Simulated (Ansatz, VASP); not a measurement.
# ZrCdS3: VASP beside Ansatz, part 2 of 2

One calculation is typed for both programs; each brings its own data sets. How far apart do they land? The cell is generated by rule, not measured, and may not be a known phase. The cell is taken from a series of runs on this material, whose earlier steps may have relaxed, scaled, displaced or heated it; both programs get it as it stands.

VASP 6.6.1 and Ansatz 0.2.0.

So far: The structure; VASP: relaxation of cell and atoms, PBEsol, pair 1.

### Step 3. Ansatz: relaxation of cell and atoms, PBEsol, pair 1

Level of this step: Ansatz beside VASP: Kohn-Sham DFT, plane waves, PBEsol (Ansatz).

Ansatz runs on its PAW soft_1 files.

The same cell, functional and mesh now go to Ansatz, which takes its cutoff from its data sets.

input.yaml

```yaml
crystal:
  lattice:
    - [3.2675589594, 1.8865260448, 5.8541528338]
    - [-3.2675589594, 1.8865260448, 5.8541528338]
    - [0.0, -3.7730520896, 5.8541528338]
  atoms:
    - { symbol: Cd, position: [0.7165295979, 0.7165295979, 0.7165295979] }
    - { symbol: Cd, position: [0.2165295979, 0.2165295979, 0.2165295979] }
    - { symbol: Zr, position: [0.5173271579, 0.5173271579, 0.5173271579] }
    - { symbol: Zr, position: [0.0173271579, 0.0173271579, 0.0173271579] }
    - { symbol: S, position: [0.9006951372, 0.2771244626, 0.633282176] }
    - { symbol: S, position: [0.133282176, 0.7771244626, 0.4006951372] }
    - { symbol: S, position: [0.7771244626, 0.4006951372, 0.133282176] }
    - { symbol: S, position: [0.2771244626, 0.633282176, 0.9006951372] }
    - { symbol: S, position: [0.4006951372, 0.133282176, 0.7771244626] }
    - { symbol: S, position: [0.633282176, 0.9006951372, 0.2771244626] }
kpoints:
  mp_grid: { grid: [6, 6, 6] }
hamiltonian:
  xc: pbesol
  pseudopotentials: { kind: paw, azcp: { folder: soft_1 }, xc_functional: pbe }
scf:
  occupations: { method: fixed }
output:
  forces: true
  stress: true
  eigenvalues: true
relax:
  adjacent_minimum: "off"
  f_tol: 0.001
  max_steps: 60
  cell: { stress_tol: 0.01 }
```

The run is started by

```console
> ansatz run input.yaml --threads 8 --pin off --max-ram 16384MiB --backend cpu --events-out ev --progress --plain --runs-dir out
```

Numbers of over 12 decimals in the logs are rounded to 6 here.

Output:

```text
Engine: ansatz 0.2.0, x86_64-unknown-linux-gnu
Pseudopotentials: kind: paw
Pseudopotential: Cd, paw, valence charge 20, recommended cutoff 420 eV (normal), soft_1/Cd.paw.azcp
Pseudopotential: Zr, paw, valence charge 12, recommended cutoff 420 eV (normal), soft_1/Zr.paw.azcp
Pseudopotential: S, paw, valence charge 6, recommended cutoff 420 eV (normal), soft_1/S.paw.azcp
Functional definition: PBEsol
  exchange = pbesol_x
  correlation = pbesol_c
Crystal: 10 atoms, lattice volume = 216.522 Å³
Basis set: ecut = 420 eV, 4219 PW (Γ), exchange–correlation on 96×96×96 points (8 copies of the dense FFT grid, shifted against one another)
Bands: 60, of which v1, the nominal top of the filled ones, is band 50 counted from 1 (49 counted from 0)
Symmetry: 6 space group operations
Space group: R3c (ITA 161), of the structure as read, at distance tolerance 6.0e-5 Å
k-points: 32 of 216 (time reversal used)
Non-local potential: Cd, projectors of the file, l = 0: 3, l = 1: 2, l = 2: 2, l = 3: 1
Non-local potential: Zr, projectors of the file, l = 0: 3, l = 1: 2, l = 2: 2, l = 3: 1
Non-local potential: S, projectors of the file, l = 0: 2, l = 1: 2, l = 2: 1
PAW form: soft (Blöchl's): semilocal exchange-correlation on the pseudo side does not see the compensation charge
PAW frozen core: Cd, regenerated for the run's functional, and the local potential with it (the file was generated under x = pbe(κ = 0.804, μ = 0.219515), c = pbe(β = 0.066725))
PAW frozen core: Zr, regenerated for the run's functional, and the local potential with it (the file was generated under x = pbe(κ = 0.804, μ = 0.219515), c = pbe(β = 0.066725))
PAW frozen core: S, regenerated for the run's functional, and the local potential with it (the file was generated under x = pbe(κ = 0.804, μ = 0.219515), c = pbe(β = 0.066725))
PAW one-centre angular grid: Cd, 590 points (default); XC on 64 Gauss nodes
PAW one-centre angular grid: Zr, 590 points (default); XC on 64 Gauss nodes
PAW one-centre angular grid: S, 110 points (default); XC on 64 Gauss nodes
Initial density: superposition of atomic densities (chi_scale 0.1, normalization cell, long waves kept (reshape's long-wave potential 0.00 eV rms))
Initial wavefunctions: pseudopotential atomic-orbital guess
Functional: x = pbesol(κ = 0.804, μ = 0.123457), c = pbesol(β = 0.046)
SCF iter   1: F=—  HF=-29946.852282 eV  |F-HF|=—  |Δ(HF+E_count)|=         —  Δρ=3.41e-2  dr2=3.72e0  ethr=3.10e-3  ⟨swp⟩=5.3  Hψ=6803  notcnv=0  defer=245
preconditioner: auto → Resta (q_TF=auto, 2.399 Å⁻¹)  ε∞=7.4  [insulator: Δε(μ)=0.804 eV  Ē_g=8.220 eV  n_scr=58 (ndim 8)  ℏωp=20.8 eV  f_vac=0.005  ε∞_Penn≈7.4]
SCF iter   2: F=—  HF=-29946.086397 eV  |F-HF|=—  |Δ(HF+E_count)|=   7.66e-1  Δρ=1.82e-2  dr2=9.16e-1  ethr=3.10e-3  ⟨swp⟩=2.0  Hψ=2306  notcnv=0  defer=238
SCF iter   3: F=—  HF=-29945.876728 eV  |F-HF|=—  |Δ(HF+E_count)|=   2.10e-1  Δρ=5.29e-3  dr2=8.33e-2  ethr=9.16e-4  ⟨swp⟩=2.4  Hψ=2889  notcnv=0  defer=251
SCF iter   4: F=—  HF=-29945.867657 eV  |F-HF|=—  |Δ(HF+E_count)|=   9.07e-3  Δρ=1.61e-3  dr2=6.62e-3  ethr=8.33e-5  ⟨swp⟩=3.8  Hψ=3567  notcnv=0  defer=253
SCF iter   5: F=—  HF=-29945.869763 eV  |F-HF|=—  |Δ(HF+E_count)|=   2.11e-3  Δρ=5.46e-4  dr2=9.05e-4  ethr=6.62e-6  ⟨swp⟩=2.3  Hψ=3079  notcnv=0  defer=253
SCF iter   6: F=—  HF=-29945.869991 eV  |F-HF|=—  |Δ(HF+E_count)|=   2.28e-4  Δρ=2.36e-4  dr2=1.93e-4  ethr=9.05e-7  ⟨swp⟩=2.0  Hψ=3349  notcnv=0  defer=231
SCF iter   7: F=—  HF=-29945.870090 eV  |F-HF|=—  |Δ(HF+E_count)|=   9.94e-5  Δρ=8.68e-5  dr2=2.09e-5  ethr=1.93e-7  ⟨swp⟩=2.0  Hψ=2887  notcnv=0  defer=224
SCF iter   8: F=—  HF=-29945.869950 eV  |F-HF|=—  |Δ(HF+E_count)|=   1.40e-4  Δρ=2.14e-5  dr2=1.79e-6  ethr=2.09e-8  ⟨swp⟩=2.0  Hψ=2896  notcnv=0  defer=161
SCF iter   9: F=—  HF=-29945.869952 eV  |F-HF|=—  |Δ(HF+E_count)|=   1.57e-6  Δρ=6.80e-6  dr2=1.35e-7  ethr=1.79e-9  ⟨swp⟩=2.0  Hψ=2910  notcnv=0  defer=161
SCF iter  10: F=-29945.869952 eV  HF=-29945.869952 eV  |F-HF|=1.86e-9  |Δ(HF+E_count)|=   6.25e-8  Δρ=1.22e-6  dr2=4.20e-9  ethr=1.00e-10  ⟨swp⟩=14.3  Hψ=9770  notcnv=0
SCF 1 converged in 10 iterations: F = -29945.869952 eV  dr2 = 4.20e-9
  greatest PAW one-centre occupation: 1.000 electrons in one spin orbital (limit 2), on the Cd atom at site 1 (counted from 0), in its partial waves of l = 0
relax step   1: F+E_penalty+E_count = -29945.86995176 eV  Δ(F+E_penalty+E_count) = +0.000e0 eV  max|allowed force component| = 6.855e-4 eV/Å  Δτ_max = 0.0000 Å  P = -0.004 GPa  Ω = 216.522 Å³  (10 SCF iters, dr2 threshold 1.00e-7 eV, accepted)
Initial density: handed on by an earlier stage of this run
Initial wavefunctions: pseudopotential atomic-orbital guess (no wavefunctions were taken with the density)
iter 1 solved again at ethr=2.38e-7 eV; its pass at ethr=3.10e-3 eV (dr2=2.38e-4 eV) is discarded
SCF iter   1: F=—  HF=-29945.870084 eV  |F-HF|=—  |Δ(HF+E_count)|=         —  Δρ=2.67e-6  dr2=1.68e-8  ethr=2.38e-7  ⟨swp⟩=3.9  Hψ=12484  notcnv=0  defer=254
eigensolver tolerance schedule: the retry pair's looser diagonalisation over-reported the residual by 14160.11 of it (diagonalisation noise at an unbounded share of the residual, at the tolerance the schedule requests for it); recorded, not acted on — ethr = c·dr2/N_el stays at c = 1.0e-1
preconditioner: auto → Resta (q_TF=auto, 2.399 Å⁻¹)  ε∞=6.9  [insulator: Δε(μ)=1.307 eV  Ē_g=8.542 eV  n_scr=58 (ndim 8)  ℏωp=20.8 eV  f_vac=0.019  ε∞_Penn≈6.9]
SCF iter   2: F=—  HF=-29945.869952 eV  |F-HF|=—  |Δ(HF+E_count)|=   1.32e-4  Δρ=1.41e-6  dr2=5.70e-9  ethr=1.68e-11  ⟨swp⟩=4.0  Hψ=5236  notcnv=0  defer=239
SCF iter   3: F=—  HF=-29945.869952 eV  |F-HF|=—  |Δ(HF+E_count)|=  4.00e-10  Δρ=8.65e-7  dr2=2.11e-9  ethr=5.70e-12  ⟨swp⟩=1.3  Hψ=2019  notcnv=0  defer=239
SCF iter   4: F=—  HF=-29945.869952 eV  |F-HF|=—  |Δ(HF+E_count)|=  6.29e-10  Δρ=3.17e-7  dr2=2.67e-10  ethr=2.11e-12  ⟨swp⟩=2.0  Hψ=2910  notcnv=0  defer=239
SCF iter   5: F=—  HF=-29945.869952 eV  |F-HF|=—  |Δ(HF+E_count)|=  1.02e-10  Δρ=2.90e-7  dr2=1.82e-10  ethr=1.00e-12  ⟨swp⟩=1.0  Hψ=1822  notcnv=0  defer=239
SCF iter   6: F=—  HF=-29945.869952 eV  |F-HF|=—  |Δ(HF+E_count)|=  2.18e-11  Δρ=1.19e-7  dr2=2.56e-11  ethr=1.00e-12  ⟨swp⟩=1.0  Hψ=1822  notcnv=0  defer=239
SCF iter   7: F=—  HF=-29945.869952 eV  |F-HF|=—  |Δ(HF+E_count)|=  1.46e-11  Δρ=5.01e-8  dr2=6.67e-12  ethr=1.00e-12  ⟨swp⟩=1.0  Hψ=1822  notcnv=0  defer=239
SCF iter   8: F=-29945.869952 eV  HF=-29945.869952 eV  |F-HF|=3.64e-12  |Δ(HF+E_count)|=  3.64e-12  Δρ=1.97e-8  dr2=8.06e-13  ethr=1.00e-12  ⟨swp⟩=15.4  Hψ=11171  notcnv=0
SCF 2 converged in 8 iterations: F = -29945.869952 eV  dr2 = 8.06e-13
relax step   2: F+E_penalty+E_count = -29945.86995176 eV  Δ(F+E_penalty+E_count) = -6.548e-10 eV  max|allowed force component| = 6.796e-4 eV/Å  Δτ_max = 0.0000 Å  P = -0.004 GPa  Ω = 216.522 Å³  stress off target by 6.34e-3 GPa  SCF on the basis re-selected at this cell (its energy is not comparable with the rows above)  (8 SCF iters)
basis re-selected at this cell: Δ(F+E_penalty+E_count) = -6.548e-10 eV, ΔP = -0.000 GPa vs the last step (what re-selecting the basis moved, of the pressure what is left beyond the Pulay correction that the steps carried, after the strain that the cell walked since its last selection, with what the two solves' SCF thresholds leave and, on support functions, any second-order correction that the steps lacked; it is no  [...]
SCF converged after 8 iterations
Free energy (F): -29945.869952 eV
Harris-Foulkes:  -29945.869952 eV  (|F-HF|=3.64e-12)
Internal energy: -29945.869952 eV  (E = F + TS)
E sigma→0 (E₀):  -29945.869952 eV
Fermi energy:    7.918568 eV
--- Per-component energies (eV) ---
  E_band       = -1246.477980
  E_kinetic    = 2145.973405
  E_local      = -10324.010323  (includes V_loc(G=0)·N_el)
  E_nonlocal   = 604.167096
  E_hartree    = 4471.126301
  E_xc         = -1147.439461
  E_vxc        = -1252.883309  (∫ρ·V_xc dr)
  E_paw        = -17432.427696  (= ΣΔE_a)
  E_vpaw       = -1361.978042  (= ΣTr[D̂ρ^β])
  E_aug_tail   = 0.000595  (compensation charges beyond the density's cutoff)
  E_ewald      = -8264.646929
  E_core_change = 1.387060  (= ΣΔE_core)
  E_smearing   = -0.000000  (= −TS)
  E_closure    = 0.000000  (closes the sum)
  Σ components = -29945.869952   (vs F -29945.869952, Δ=0.00e0)
--- Forces (eV/Å), atoms counted from 1 ---
  atom   1  Cd     0.00000000     0.00000000     0.00007197
  atom   2  Cd    -0.00000000     0.00000000     0.00007197
  atom   3  Zr     0.00000000    -0.00000000     0.00067959
  atom   4  Zr    -0.00000000     0.00000000     0.00067959
  atom   5  S      0.00043559     0.00003469    -0.00025056
  atom   6  S      0.00018775    -0.00039458    -0.00025056
  atom   7  S     -0.00043559     0.00003469    -0.00025056
  atom   8  S     -0.00018775    -0.00039458    -0.00025056
  atom   9  S      0.00024784     0.00035989    -0.00025056
  atom  10  S     -0.00024784     0.00035989    -0.00025056
  max |Σ_I F_I| component: 2.28e-7 eV/Å
--- Stress (GPa, compression-positive) ---
       -0.006336      -0.000000      -0.000000
       -0.000000      -0.006336      -0.000000
       -0.000000      -0.000000      -0.000209
  P = ⅓ Tr σ = -0.0043 GPa (-0.043 kbar)
--- Band table (eV; the first three rows and the last of 32) ---
  k-point 0: bands = [... 46 lower, 7.5982, 7.8991, 7.8991, 7.9112, 9.2260, 9.2502, 9.2502, 10.4167, ... 6 higher]
  k-point 1: bands = [... 46 lower, 7.5874, 7.6256, 7.7330, 7.8663, 9.3699, 9.5000, 9.5505, 10.4970, ... 6 higher]
  k-point 2: bands = [... 46 lower, 7.3996, 7.4160, 7.6856, 7.7678, 9.6082, 9.7439, 9.9686, 10.3868, ... 6 higher]
  k-point 31: bands = [... 46 lower, 7.5556, 7.5556, 7.5556, 7.5556, 9.8701, 9.8701, 10.6943, 10.6943, ... 6 higher]
--- Relaxed structure (1 steps of the walk, 1 accepted, 1 SCFs on fresh bases) ---
  F+E_penalty+E_count = -29945.86995176 eV   max|allowed force component| = 6.796e-4 eV/Å   (the final SCF, on the basis selected at the relaxed cell)
  cell:  # Å, volume = 216.5218 Å³
    - [3.267559, 1.886526, 5.8541528338]
    - [-3.267559, 1.886526, 5.8541528338]
    - [0.0, -3.773052, 5.8541528338]
  atoms:
    - { symbol: Cd, position: [0.7165295979, 0.7165295979, 0.7165295979] }
    - { symbol: Cd, position: [0.2165295979, 0.2165295979, 0.2165295979] }
    - { symbol: Zr, position: [0.5173271579, 0.5173271579, 0.5173271579] }
    - { symbol: Zr, position: [0.0173271579, 0.0173271579, 0.0173271579] }
    - { symbol: S, position: [0.9006951372, 0.277124, 0.633282] }
    - { symbol: S, position: [0.133282, 0.7771244626, 0.4006951372] }
    - { symbol: S, position: [0.7771244626, 0.400695, 0.133282] }
    - { symbol: S, position: [0.2771244626, 0.633282176, 0.9006951372] }
    - { symbol: S, position: [0.400695, 0.133282, 0.7771244626] }
    - { symbol: S, position: [0.633282, 0.900695, 0.2771244626] }
```

### Step 4. Differences

Known differences besides the potentials themselves: fixed occupations in Ansatz, narrow Gaussian smearing in VASP; the data sets hold 100 valence electrons in Ansatz (on its PAW soft_1 files) and 84 in VASP; the cutoff is 420 eV in Ansatz and 500 eV in VASP; Ansatz makes its cores anew for this functional, VASP keeps those of its PBE data sets; Ansatz adds a Pulay correction to the stress that steers its cell, VASP none. Total energies have different zeros and are not compared.

Compared:

```
                                         quantity  Ansatz    VASP  difference
                                      volume (Å³)  216.52  217.03     -0.23 %
edge a after relaxation, in the typed setting (Å)   6.965   6.971     -0.09 %
```

### Step 5. Ansatz: relaxation of cell and atoms, PBEsol, pair 2

The relaxed volume is the usual yardstick between codes: in a stiff, nearly cubic crystal its relative difference is about their pressure difference at one cell divided by the bulk modulus.

The cell is taken from a series of runs on this material, whose earlier steps may have relaxed, scaled, displaced or heated it; both programs get it as it stands.

input.yaml, the sections that differ from step 3:

```yaml
crystal:
  lattice:
    - [-3.5958642783, 4.7409772852, 3.157643978]
    - [3.5958642783, -4.7409772852, 3.157643978]
    - [3.5958642783, 4.7409772852, -3.157643978]
  atoms:
    - { symbol: Cd, position: [0.3075361032, 0.0575361032, 0.25] }
    - { symbol: Cd, position: [0.6924638968, 0.9424638968, 0.75] }
    - { symbol: Zr, position: [0.5, 0.5, 0.0] }
    - { symbol: Zr, position: [0.0, 0.5, 0.5] }
    - { symbol: S, position: [0.9138838318, 0.6638838318, 0.25] }
    - { symbol: S, position: [0.0861161682, 0.3361161682, 0.75] }
    - { symbol: S, position: [0.3293955893, 0.0, 0.8293955893] }
    - { symbol: S, position: [0.6706044107, 0.0, 0.1706044107] }
    - { symbol: S, position: [0.3293955893, 0.5, 0.3293955893] }
    - { symbol: S, position: [0.6706044107, 0.5, 0.6706044107] }
# kpoints, hamiltonian, scf, output, relax: as in step 3
```

Output:

```text
[...]
Crystal: 10 atoms, lattice volume = 215.325 Å³
Basis set: ecut = 420 eV, 4189 PW (Γ), exchange–correlation on 96×96×96 points (8 copies of the dense FFT grid, shifted against one another)
Bands: 60, of which v1, the nominal top of the filled ones, is band 50 counted from 1 (49 counted from 0)
Symmetry: 8 space group operations
[...]
k-points: 46 of 216
[...]
- { symbol: Zr, position: [0.500000, 0.500000, 0.0] }
    - { symbol: Zr, position: [0.0, 0.5, 0.5] }
    - { symbol: S, position: [0.9138838318, 0.6638838318, 0.250000] }
    - { symbol: S, position: [0.086116, 0.336116, 0.75] }
    - { symbol: S, position: [0.3293955893, 8.326672684688674e-17, 0.8293955893] }
    - { symbol: S, position: [0.6706044107, 0.0, 0.170604] }
    - { symbol: S, position: [0.3293955893, 0.5, 0.3293955893] }
    - { symbol: S, position: [0.6706044107, 0.5, 0.6706044107] }
[key lines of the parts left out:]
SCF converged after 7 iterations
Free energy (F): -29945.517895 eV
Fermi energy:    8.474947 eV
P = ⅓ Tr σ = 0.0004 GPa (0.004 kbar)
```

### Step 6. VASP: relaxation of cell and atoms, PBEsol, pair 2

The same cell, functional and mesh now go to VASP, with its own data sets.

INCAR

```
SYSTEM = ZrCdS3
PREC = Accurate
ENCUT = 500
EDIFF = 1E-07
NELM = 120
ISMEAR = 0
SIGMA = 0.01
LREAL = .FALSE.
ALGO = Normal
GGA = PS
NBANDS = 52
LASPH = .TRUE.
LORBIT = 11
LWAVE = .FALSE.
LCHARG = .FALSE.
ISIF = 3
IBRION = 2
NSW = 80
EDIFFG = -0.005
GGA_COMPAT = .FALSE.
NELMIN = 4
EFERMI = MIDGAP
KPAR = 2
```

POSCAR

```
ZrCdS3
1.0
   -3.5958640000      4.7409770000      3.1576440000
    3.5958640000     -4.7409770000      3.1576440000
    3.5958640000      4.7409770000     -3.1576440000
Cd Zr S
2 2 6
Direct
    0.3075361461      0.0575360934      0.2500000527
    0.6924639594      0.9424639066      0.7500000527
    0.5000000000      0.5000000000      0.0000000000
    0.0000000000      0.5000000000      0.5000000000
    0.9138839484      0.6638838957      0.2500000527
    0.0861161570      0.3361161043      0.7500000527
    0.3293956604      0.0000000000      0.8293956604
    0.6706044450      0.0000000000      0.1706044450
    0.3293955550      0.5000000000      0.3293955550
    0.6706044450      0.5000000000      0.6706044450
```

KPOINTS

```
Automatic mesh
0
Gamma
6 6 6
0 0 0
```

The projector-augmented-wave data sets are Cd, Zr_sv and S (PBE family, release 64).

The run is started by

```console
> mpirun -np 2 vasp_std
```

Output:

```text
[banner, memory and clock lines left out]
running    2 mpi-ranks, on    1 nodes
[...]
[... a notice as in an earlier step ...]

 LDA part: xc-table for (Slater+PW92), standard interpolation
 POSCAR, INCAR and KPOINTS ok, starting setup
[...]
entering main loop
       N       E                     dE             d eps       ncg     rms          rms(c)
DAV:   1     0.665759742056E+03    0.66576E+03   -0.40391E+04  4808   0.147E+03
DAV:   2    -0.273120798481E+01   -0.66849E+03   -0.64741E+03  5464   0.376E+02
DAV:   3    -0.593413767470E+02   -0.56610E+02   -0.56076E+02  6456   0.984E+01
DAV:   4    -0.627397330984E+02   -0.33984E+01   -0.33906E+01  7616   0.190E+01
[...]
DAV:  14    -0.573206042792E+02    0.14304E-05   -0.14352E-05  6052   0.151E-02    0.659E-03
DAV:  15    -0.573206045154E+02   -0.23620E-06   -0.25439E-06  6408   0.593E-03    0.394E-03
DAV:  16    -0.573206045162E+02   -0.78762E-09   -0.10316E-07  3024   0.149E-03
   1 F= -.57320605E+02 E0= -.57320605E+02  d E =-.573206E+02
[... from here on, the cycles between the ionic steps are left out ...]
   2 F= -.57320882E+02 E0= -.57320882E+02  d E =-.277850E-03
   3 F= -.57320998E+02 E0= -.57320998E+02  d E =-.393364E-03
   4 F= -.57321119E+02 E0= -.57321119E+02  d E =-.120816E-03
   5 F= -.57321181E+02 E0= -.57321181E+02  d E =-.183231E-03
   6 F= -.57321190E+02 E0= -.57321190E+02  d E =-.892364E-05
 trial-energy change:   -0.000009  1 .order   -0.000008   -0.000015   -0.000002
 step:   1.3169(harm=  1.3498)  dis= 0.00047  next Energy=   -57.321190 (dE=-0.902E-05)
 reached required accuracy - stopping structural energy minimisation
```

OUTCAR, selected parts (step 6):

```text
  Total        0.0068650     -0.0035774      0.0055960      0.0000000      0.0000000      0.0000000
  in kB        0.0509714     -0.0265617      0.0415490      0.0000000      0.0000000      0.0000000
  external PRESSURE =       0.0219862 kB  Pullay stress =       0.0000000 kB

 POSITION                                       TOTAL-FORCE (eV/Angst)
 -----------------------------------------------------------------------------------
      0.00000      2.37161      0.36345         0.000000      0.000000     -0.001958
      3.59907      2.37161      2.79666        -0.000000     -0.000000      0.001958
      3.59907      4.74321      0.00000         0.000000     -0.000000      0.000000
      0.00000      4.74321      3.16011        -0.000000      0.000000      0.000000
      0.00000      2.37161      4.19195         0.000000      0.000000     -0.000250
      3.59907      2.37161     -1.03184        -0.000000     -0.000000      0.000250
      1.79954      5.49289     -1.58006        -0.000000     -0.000232      0.000000
      1.79954     -0.74968      4.74017         0.000000      0.000232      0.000000
      1.79954      0.74968      1.58006        -0.000000     -0.000232      0.000000
      1.79954      3.99353      1.58006         0.000000      0.000232      0.000000
 -----------------------------------------------------------------------------------
    total drift:                                0.000031      0.000523     -0.000813

  FREE ENERGIE OF THE ION-ELECTRON SYSTEM (eV)
  ---------------------------------------------------
  free  energy   TOTEN  =       -57.3211900344 eV

  energy  without entropy=      -57.3211900344  energy(sigma->0) =      -57.32119003

[... 1 part as in an earlier step ...]

[... 3 further parts left out ...]
[key lines of the parts left out:]
E-fermi :   4.6314
```

### Step 7. Comparison

What differs besides the data sets and the points named for the pairs above, as far as they apply: the data sets hold 100 valence electrons in Ansatz (on its PAW soft_1 files) and 84 in VASP. Total energies have different zeros and are not compared.

The two programs side by side:

```
                                         quantity  Ansatz    VASP  difference
                                      volume (Å³)  215.32  215.79     -0.21 %
edge a after relaxation, in the typed setting (Å)   6.736   6.741     -0.07 %
```

### Step 8. What came out

```yaml
difference_in_volume_relaxation_of_cell_and_atoms_pbesol_pair_1: -0.23 %
difference_in_volume_relaxation_of_cell_and_atoms_pbesol_pair_2: -0.21 %
```

What this shows: The difference in volume is -0.23 % (relaxation of cell and atoms, PBEsol, pair 1), within the 1.2 % picked in this series as the mark of a large difference, as far as the stopping tolerances let one tell. The data sets hold unlike numbers of valence electrons (100 in Ansatz and 84 in VASP), so part of the differences comes from the potentials. 2 further runs of this series are not shown here. Such differences can come from data sets, numerical settings and the points named under the comparisons, not from the functional's error against experiment.

[Lines on the potential files, build, host, timing and source positions are cut from VASP's logs without a mark.]

[Logs are printed without paths, hosts, clocks, repeated set-up lines and the standing remarks that a program may print on its own settings, such as how far it seeks lower states.]

[Hosts, paths, dates, database ids (printed as entryN), source tags and the programs' standing remarks are cut or masked in the printed files.]
